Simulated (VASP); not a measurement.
Calculation: PBE GGA, VASP's PBE PAW potentials (set 64) (plane waves; VASP 6.6.1).

Input for VASP

### KPOINTS
```
Automatic
0
G
3 3 3
0 0 0
```

**POSCAR**
```
V
1
   -1.5453000000     1.5453000000     1.5453000000
    1.5453000000    -1.5453000000     1.5453000000
    1.5453000000     1.5453000000    -1.5453000000
V
1
Direct
  0.0000000000   0.0000000000   0.0000000000
```

**INCAR**
```
LREAL = .FALSE.   ! projection in real space or not
PREC = Accurate
ALGO = Normal
LWAVE = .FALSE.
LASPH = .TRUE.
SIGMA = 0.1   ! width (eV)
EDIFF = 1E-6   ! SCF stop (eV)
ISIF = 2
NELM = 100   ! most electronic steps
ENCUT = 400   ! plane-wave cut-off (eV)
ISMEAR = 1
GGA = PE   ! PBE
LMAXMIX = 4
LCHARG = .FALSE.
SYSTEM = V
```

POTCAR, in this order: V_sv (PBE.64 set). Program: vasp_std.

### Question
What will the output report for the number of irreducible k-points (NKPTS), number of bands (NBANDS), largest plane-wave count, number of space-group operations, FFT grid (NGX, NGY, NGZ)?

### Answer

```yaml
number of irreducible k-points (NKPTS): 4
number of bands (NBANDS): 10
largest_plane_wave_count: 273
number_of_space_group_operations: 48
FFT grid (NGX, NGY, NGZ): 18 × 18 × 18
```

The compound is V in the bcc structure. The cell was not relaxed at this level. The k-mesh is coarse (spacing up to 0.96 per Å, 2π included), so the numbers may not be converged in it. The run is one of a series of settings (KPOINTS 3×3×3 Γ-centred mesh against the base run), some of them coarse on purpose. The run is not spin-polarised, so no magnetic state was tried.
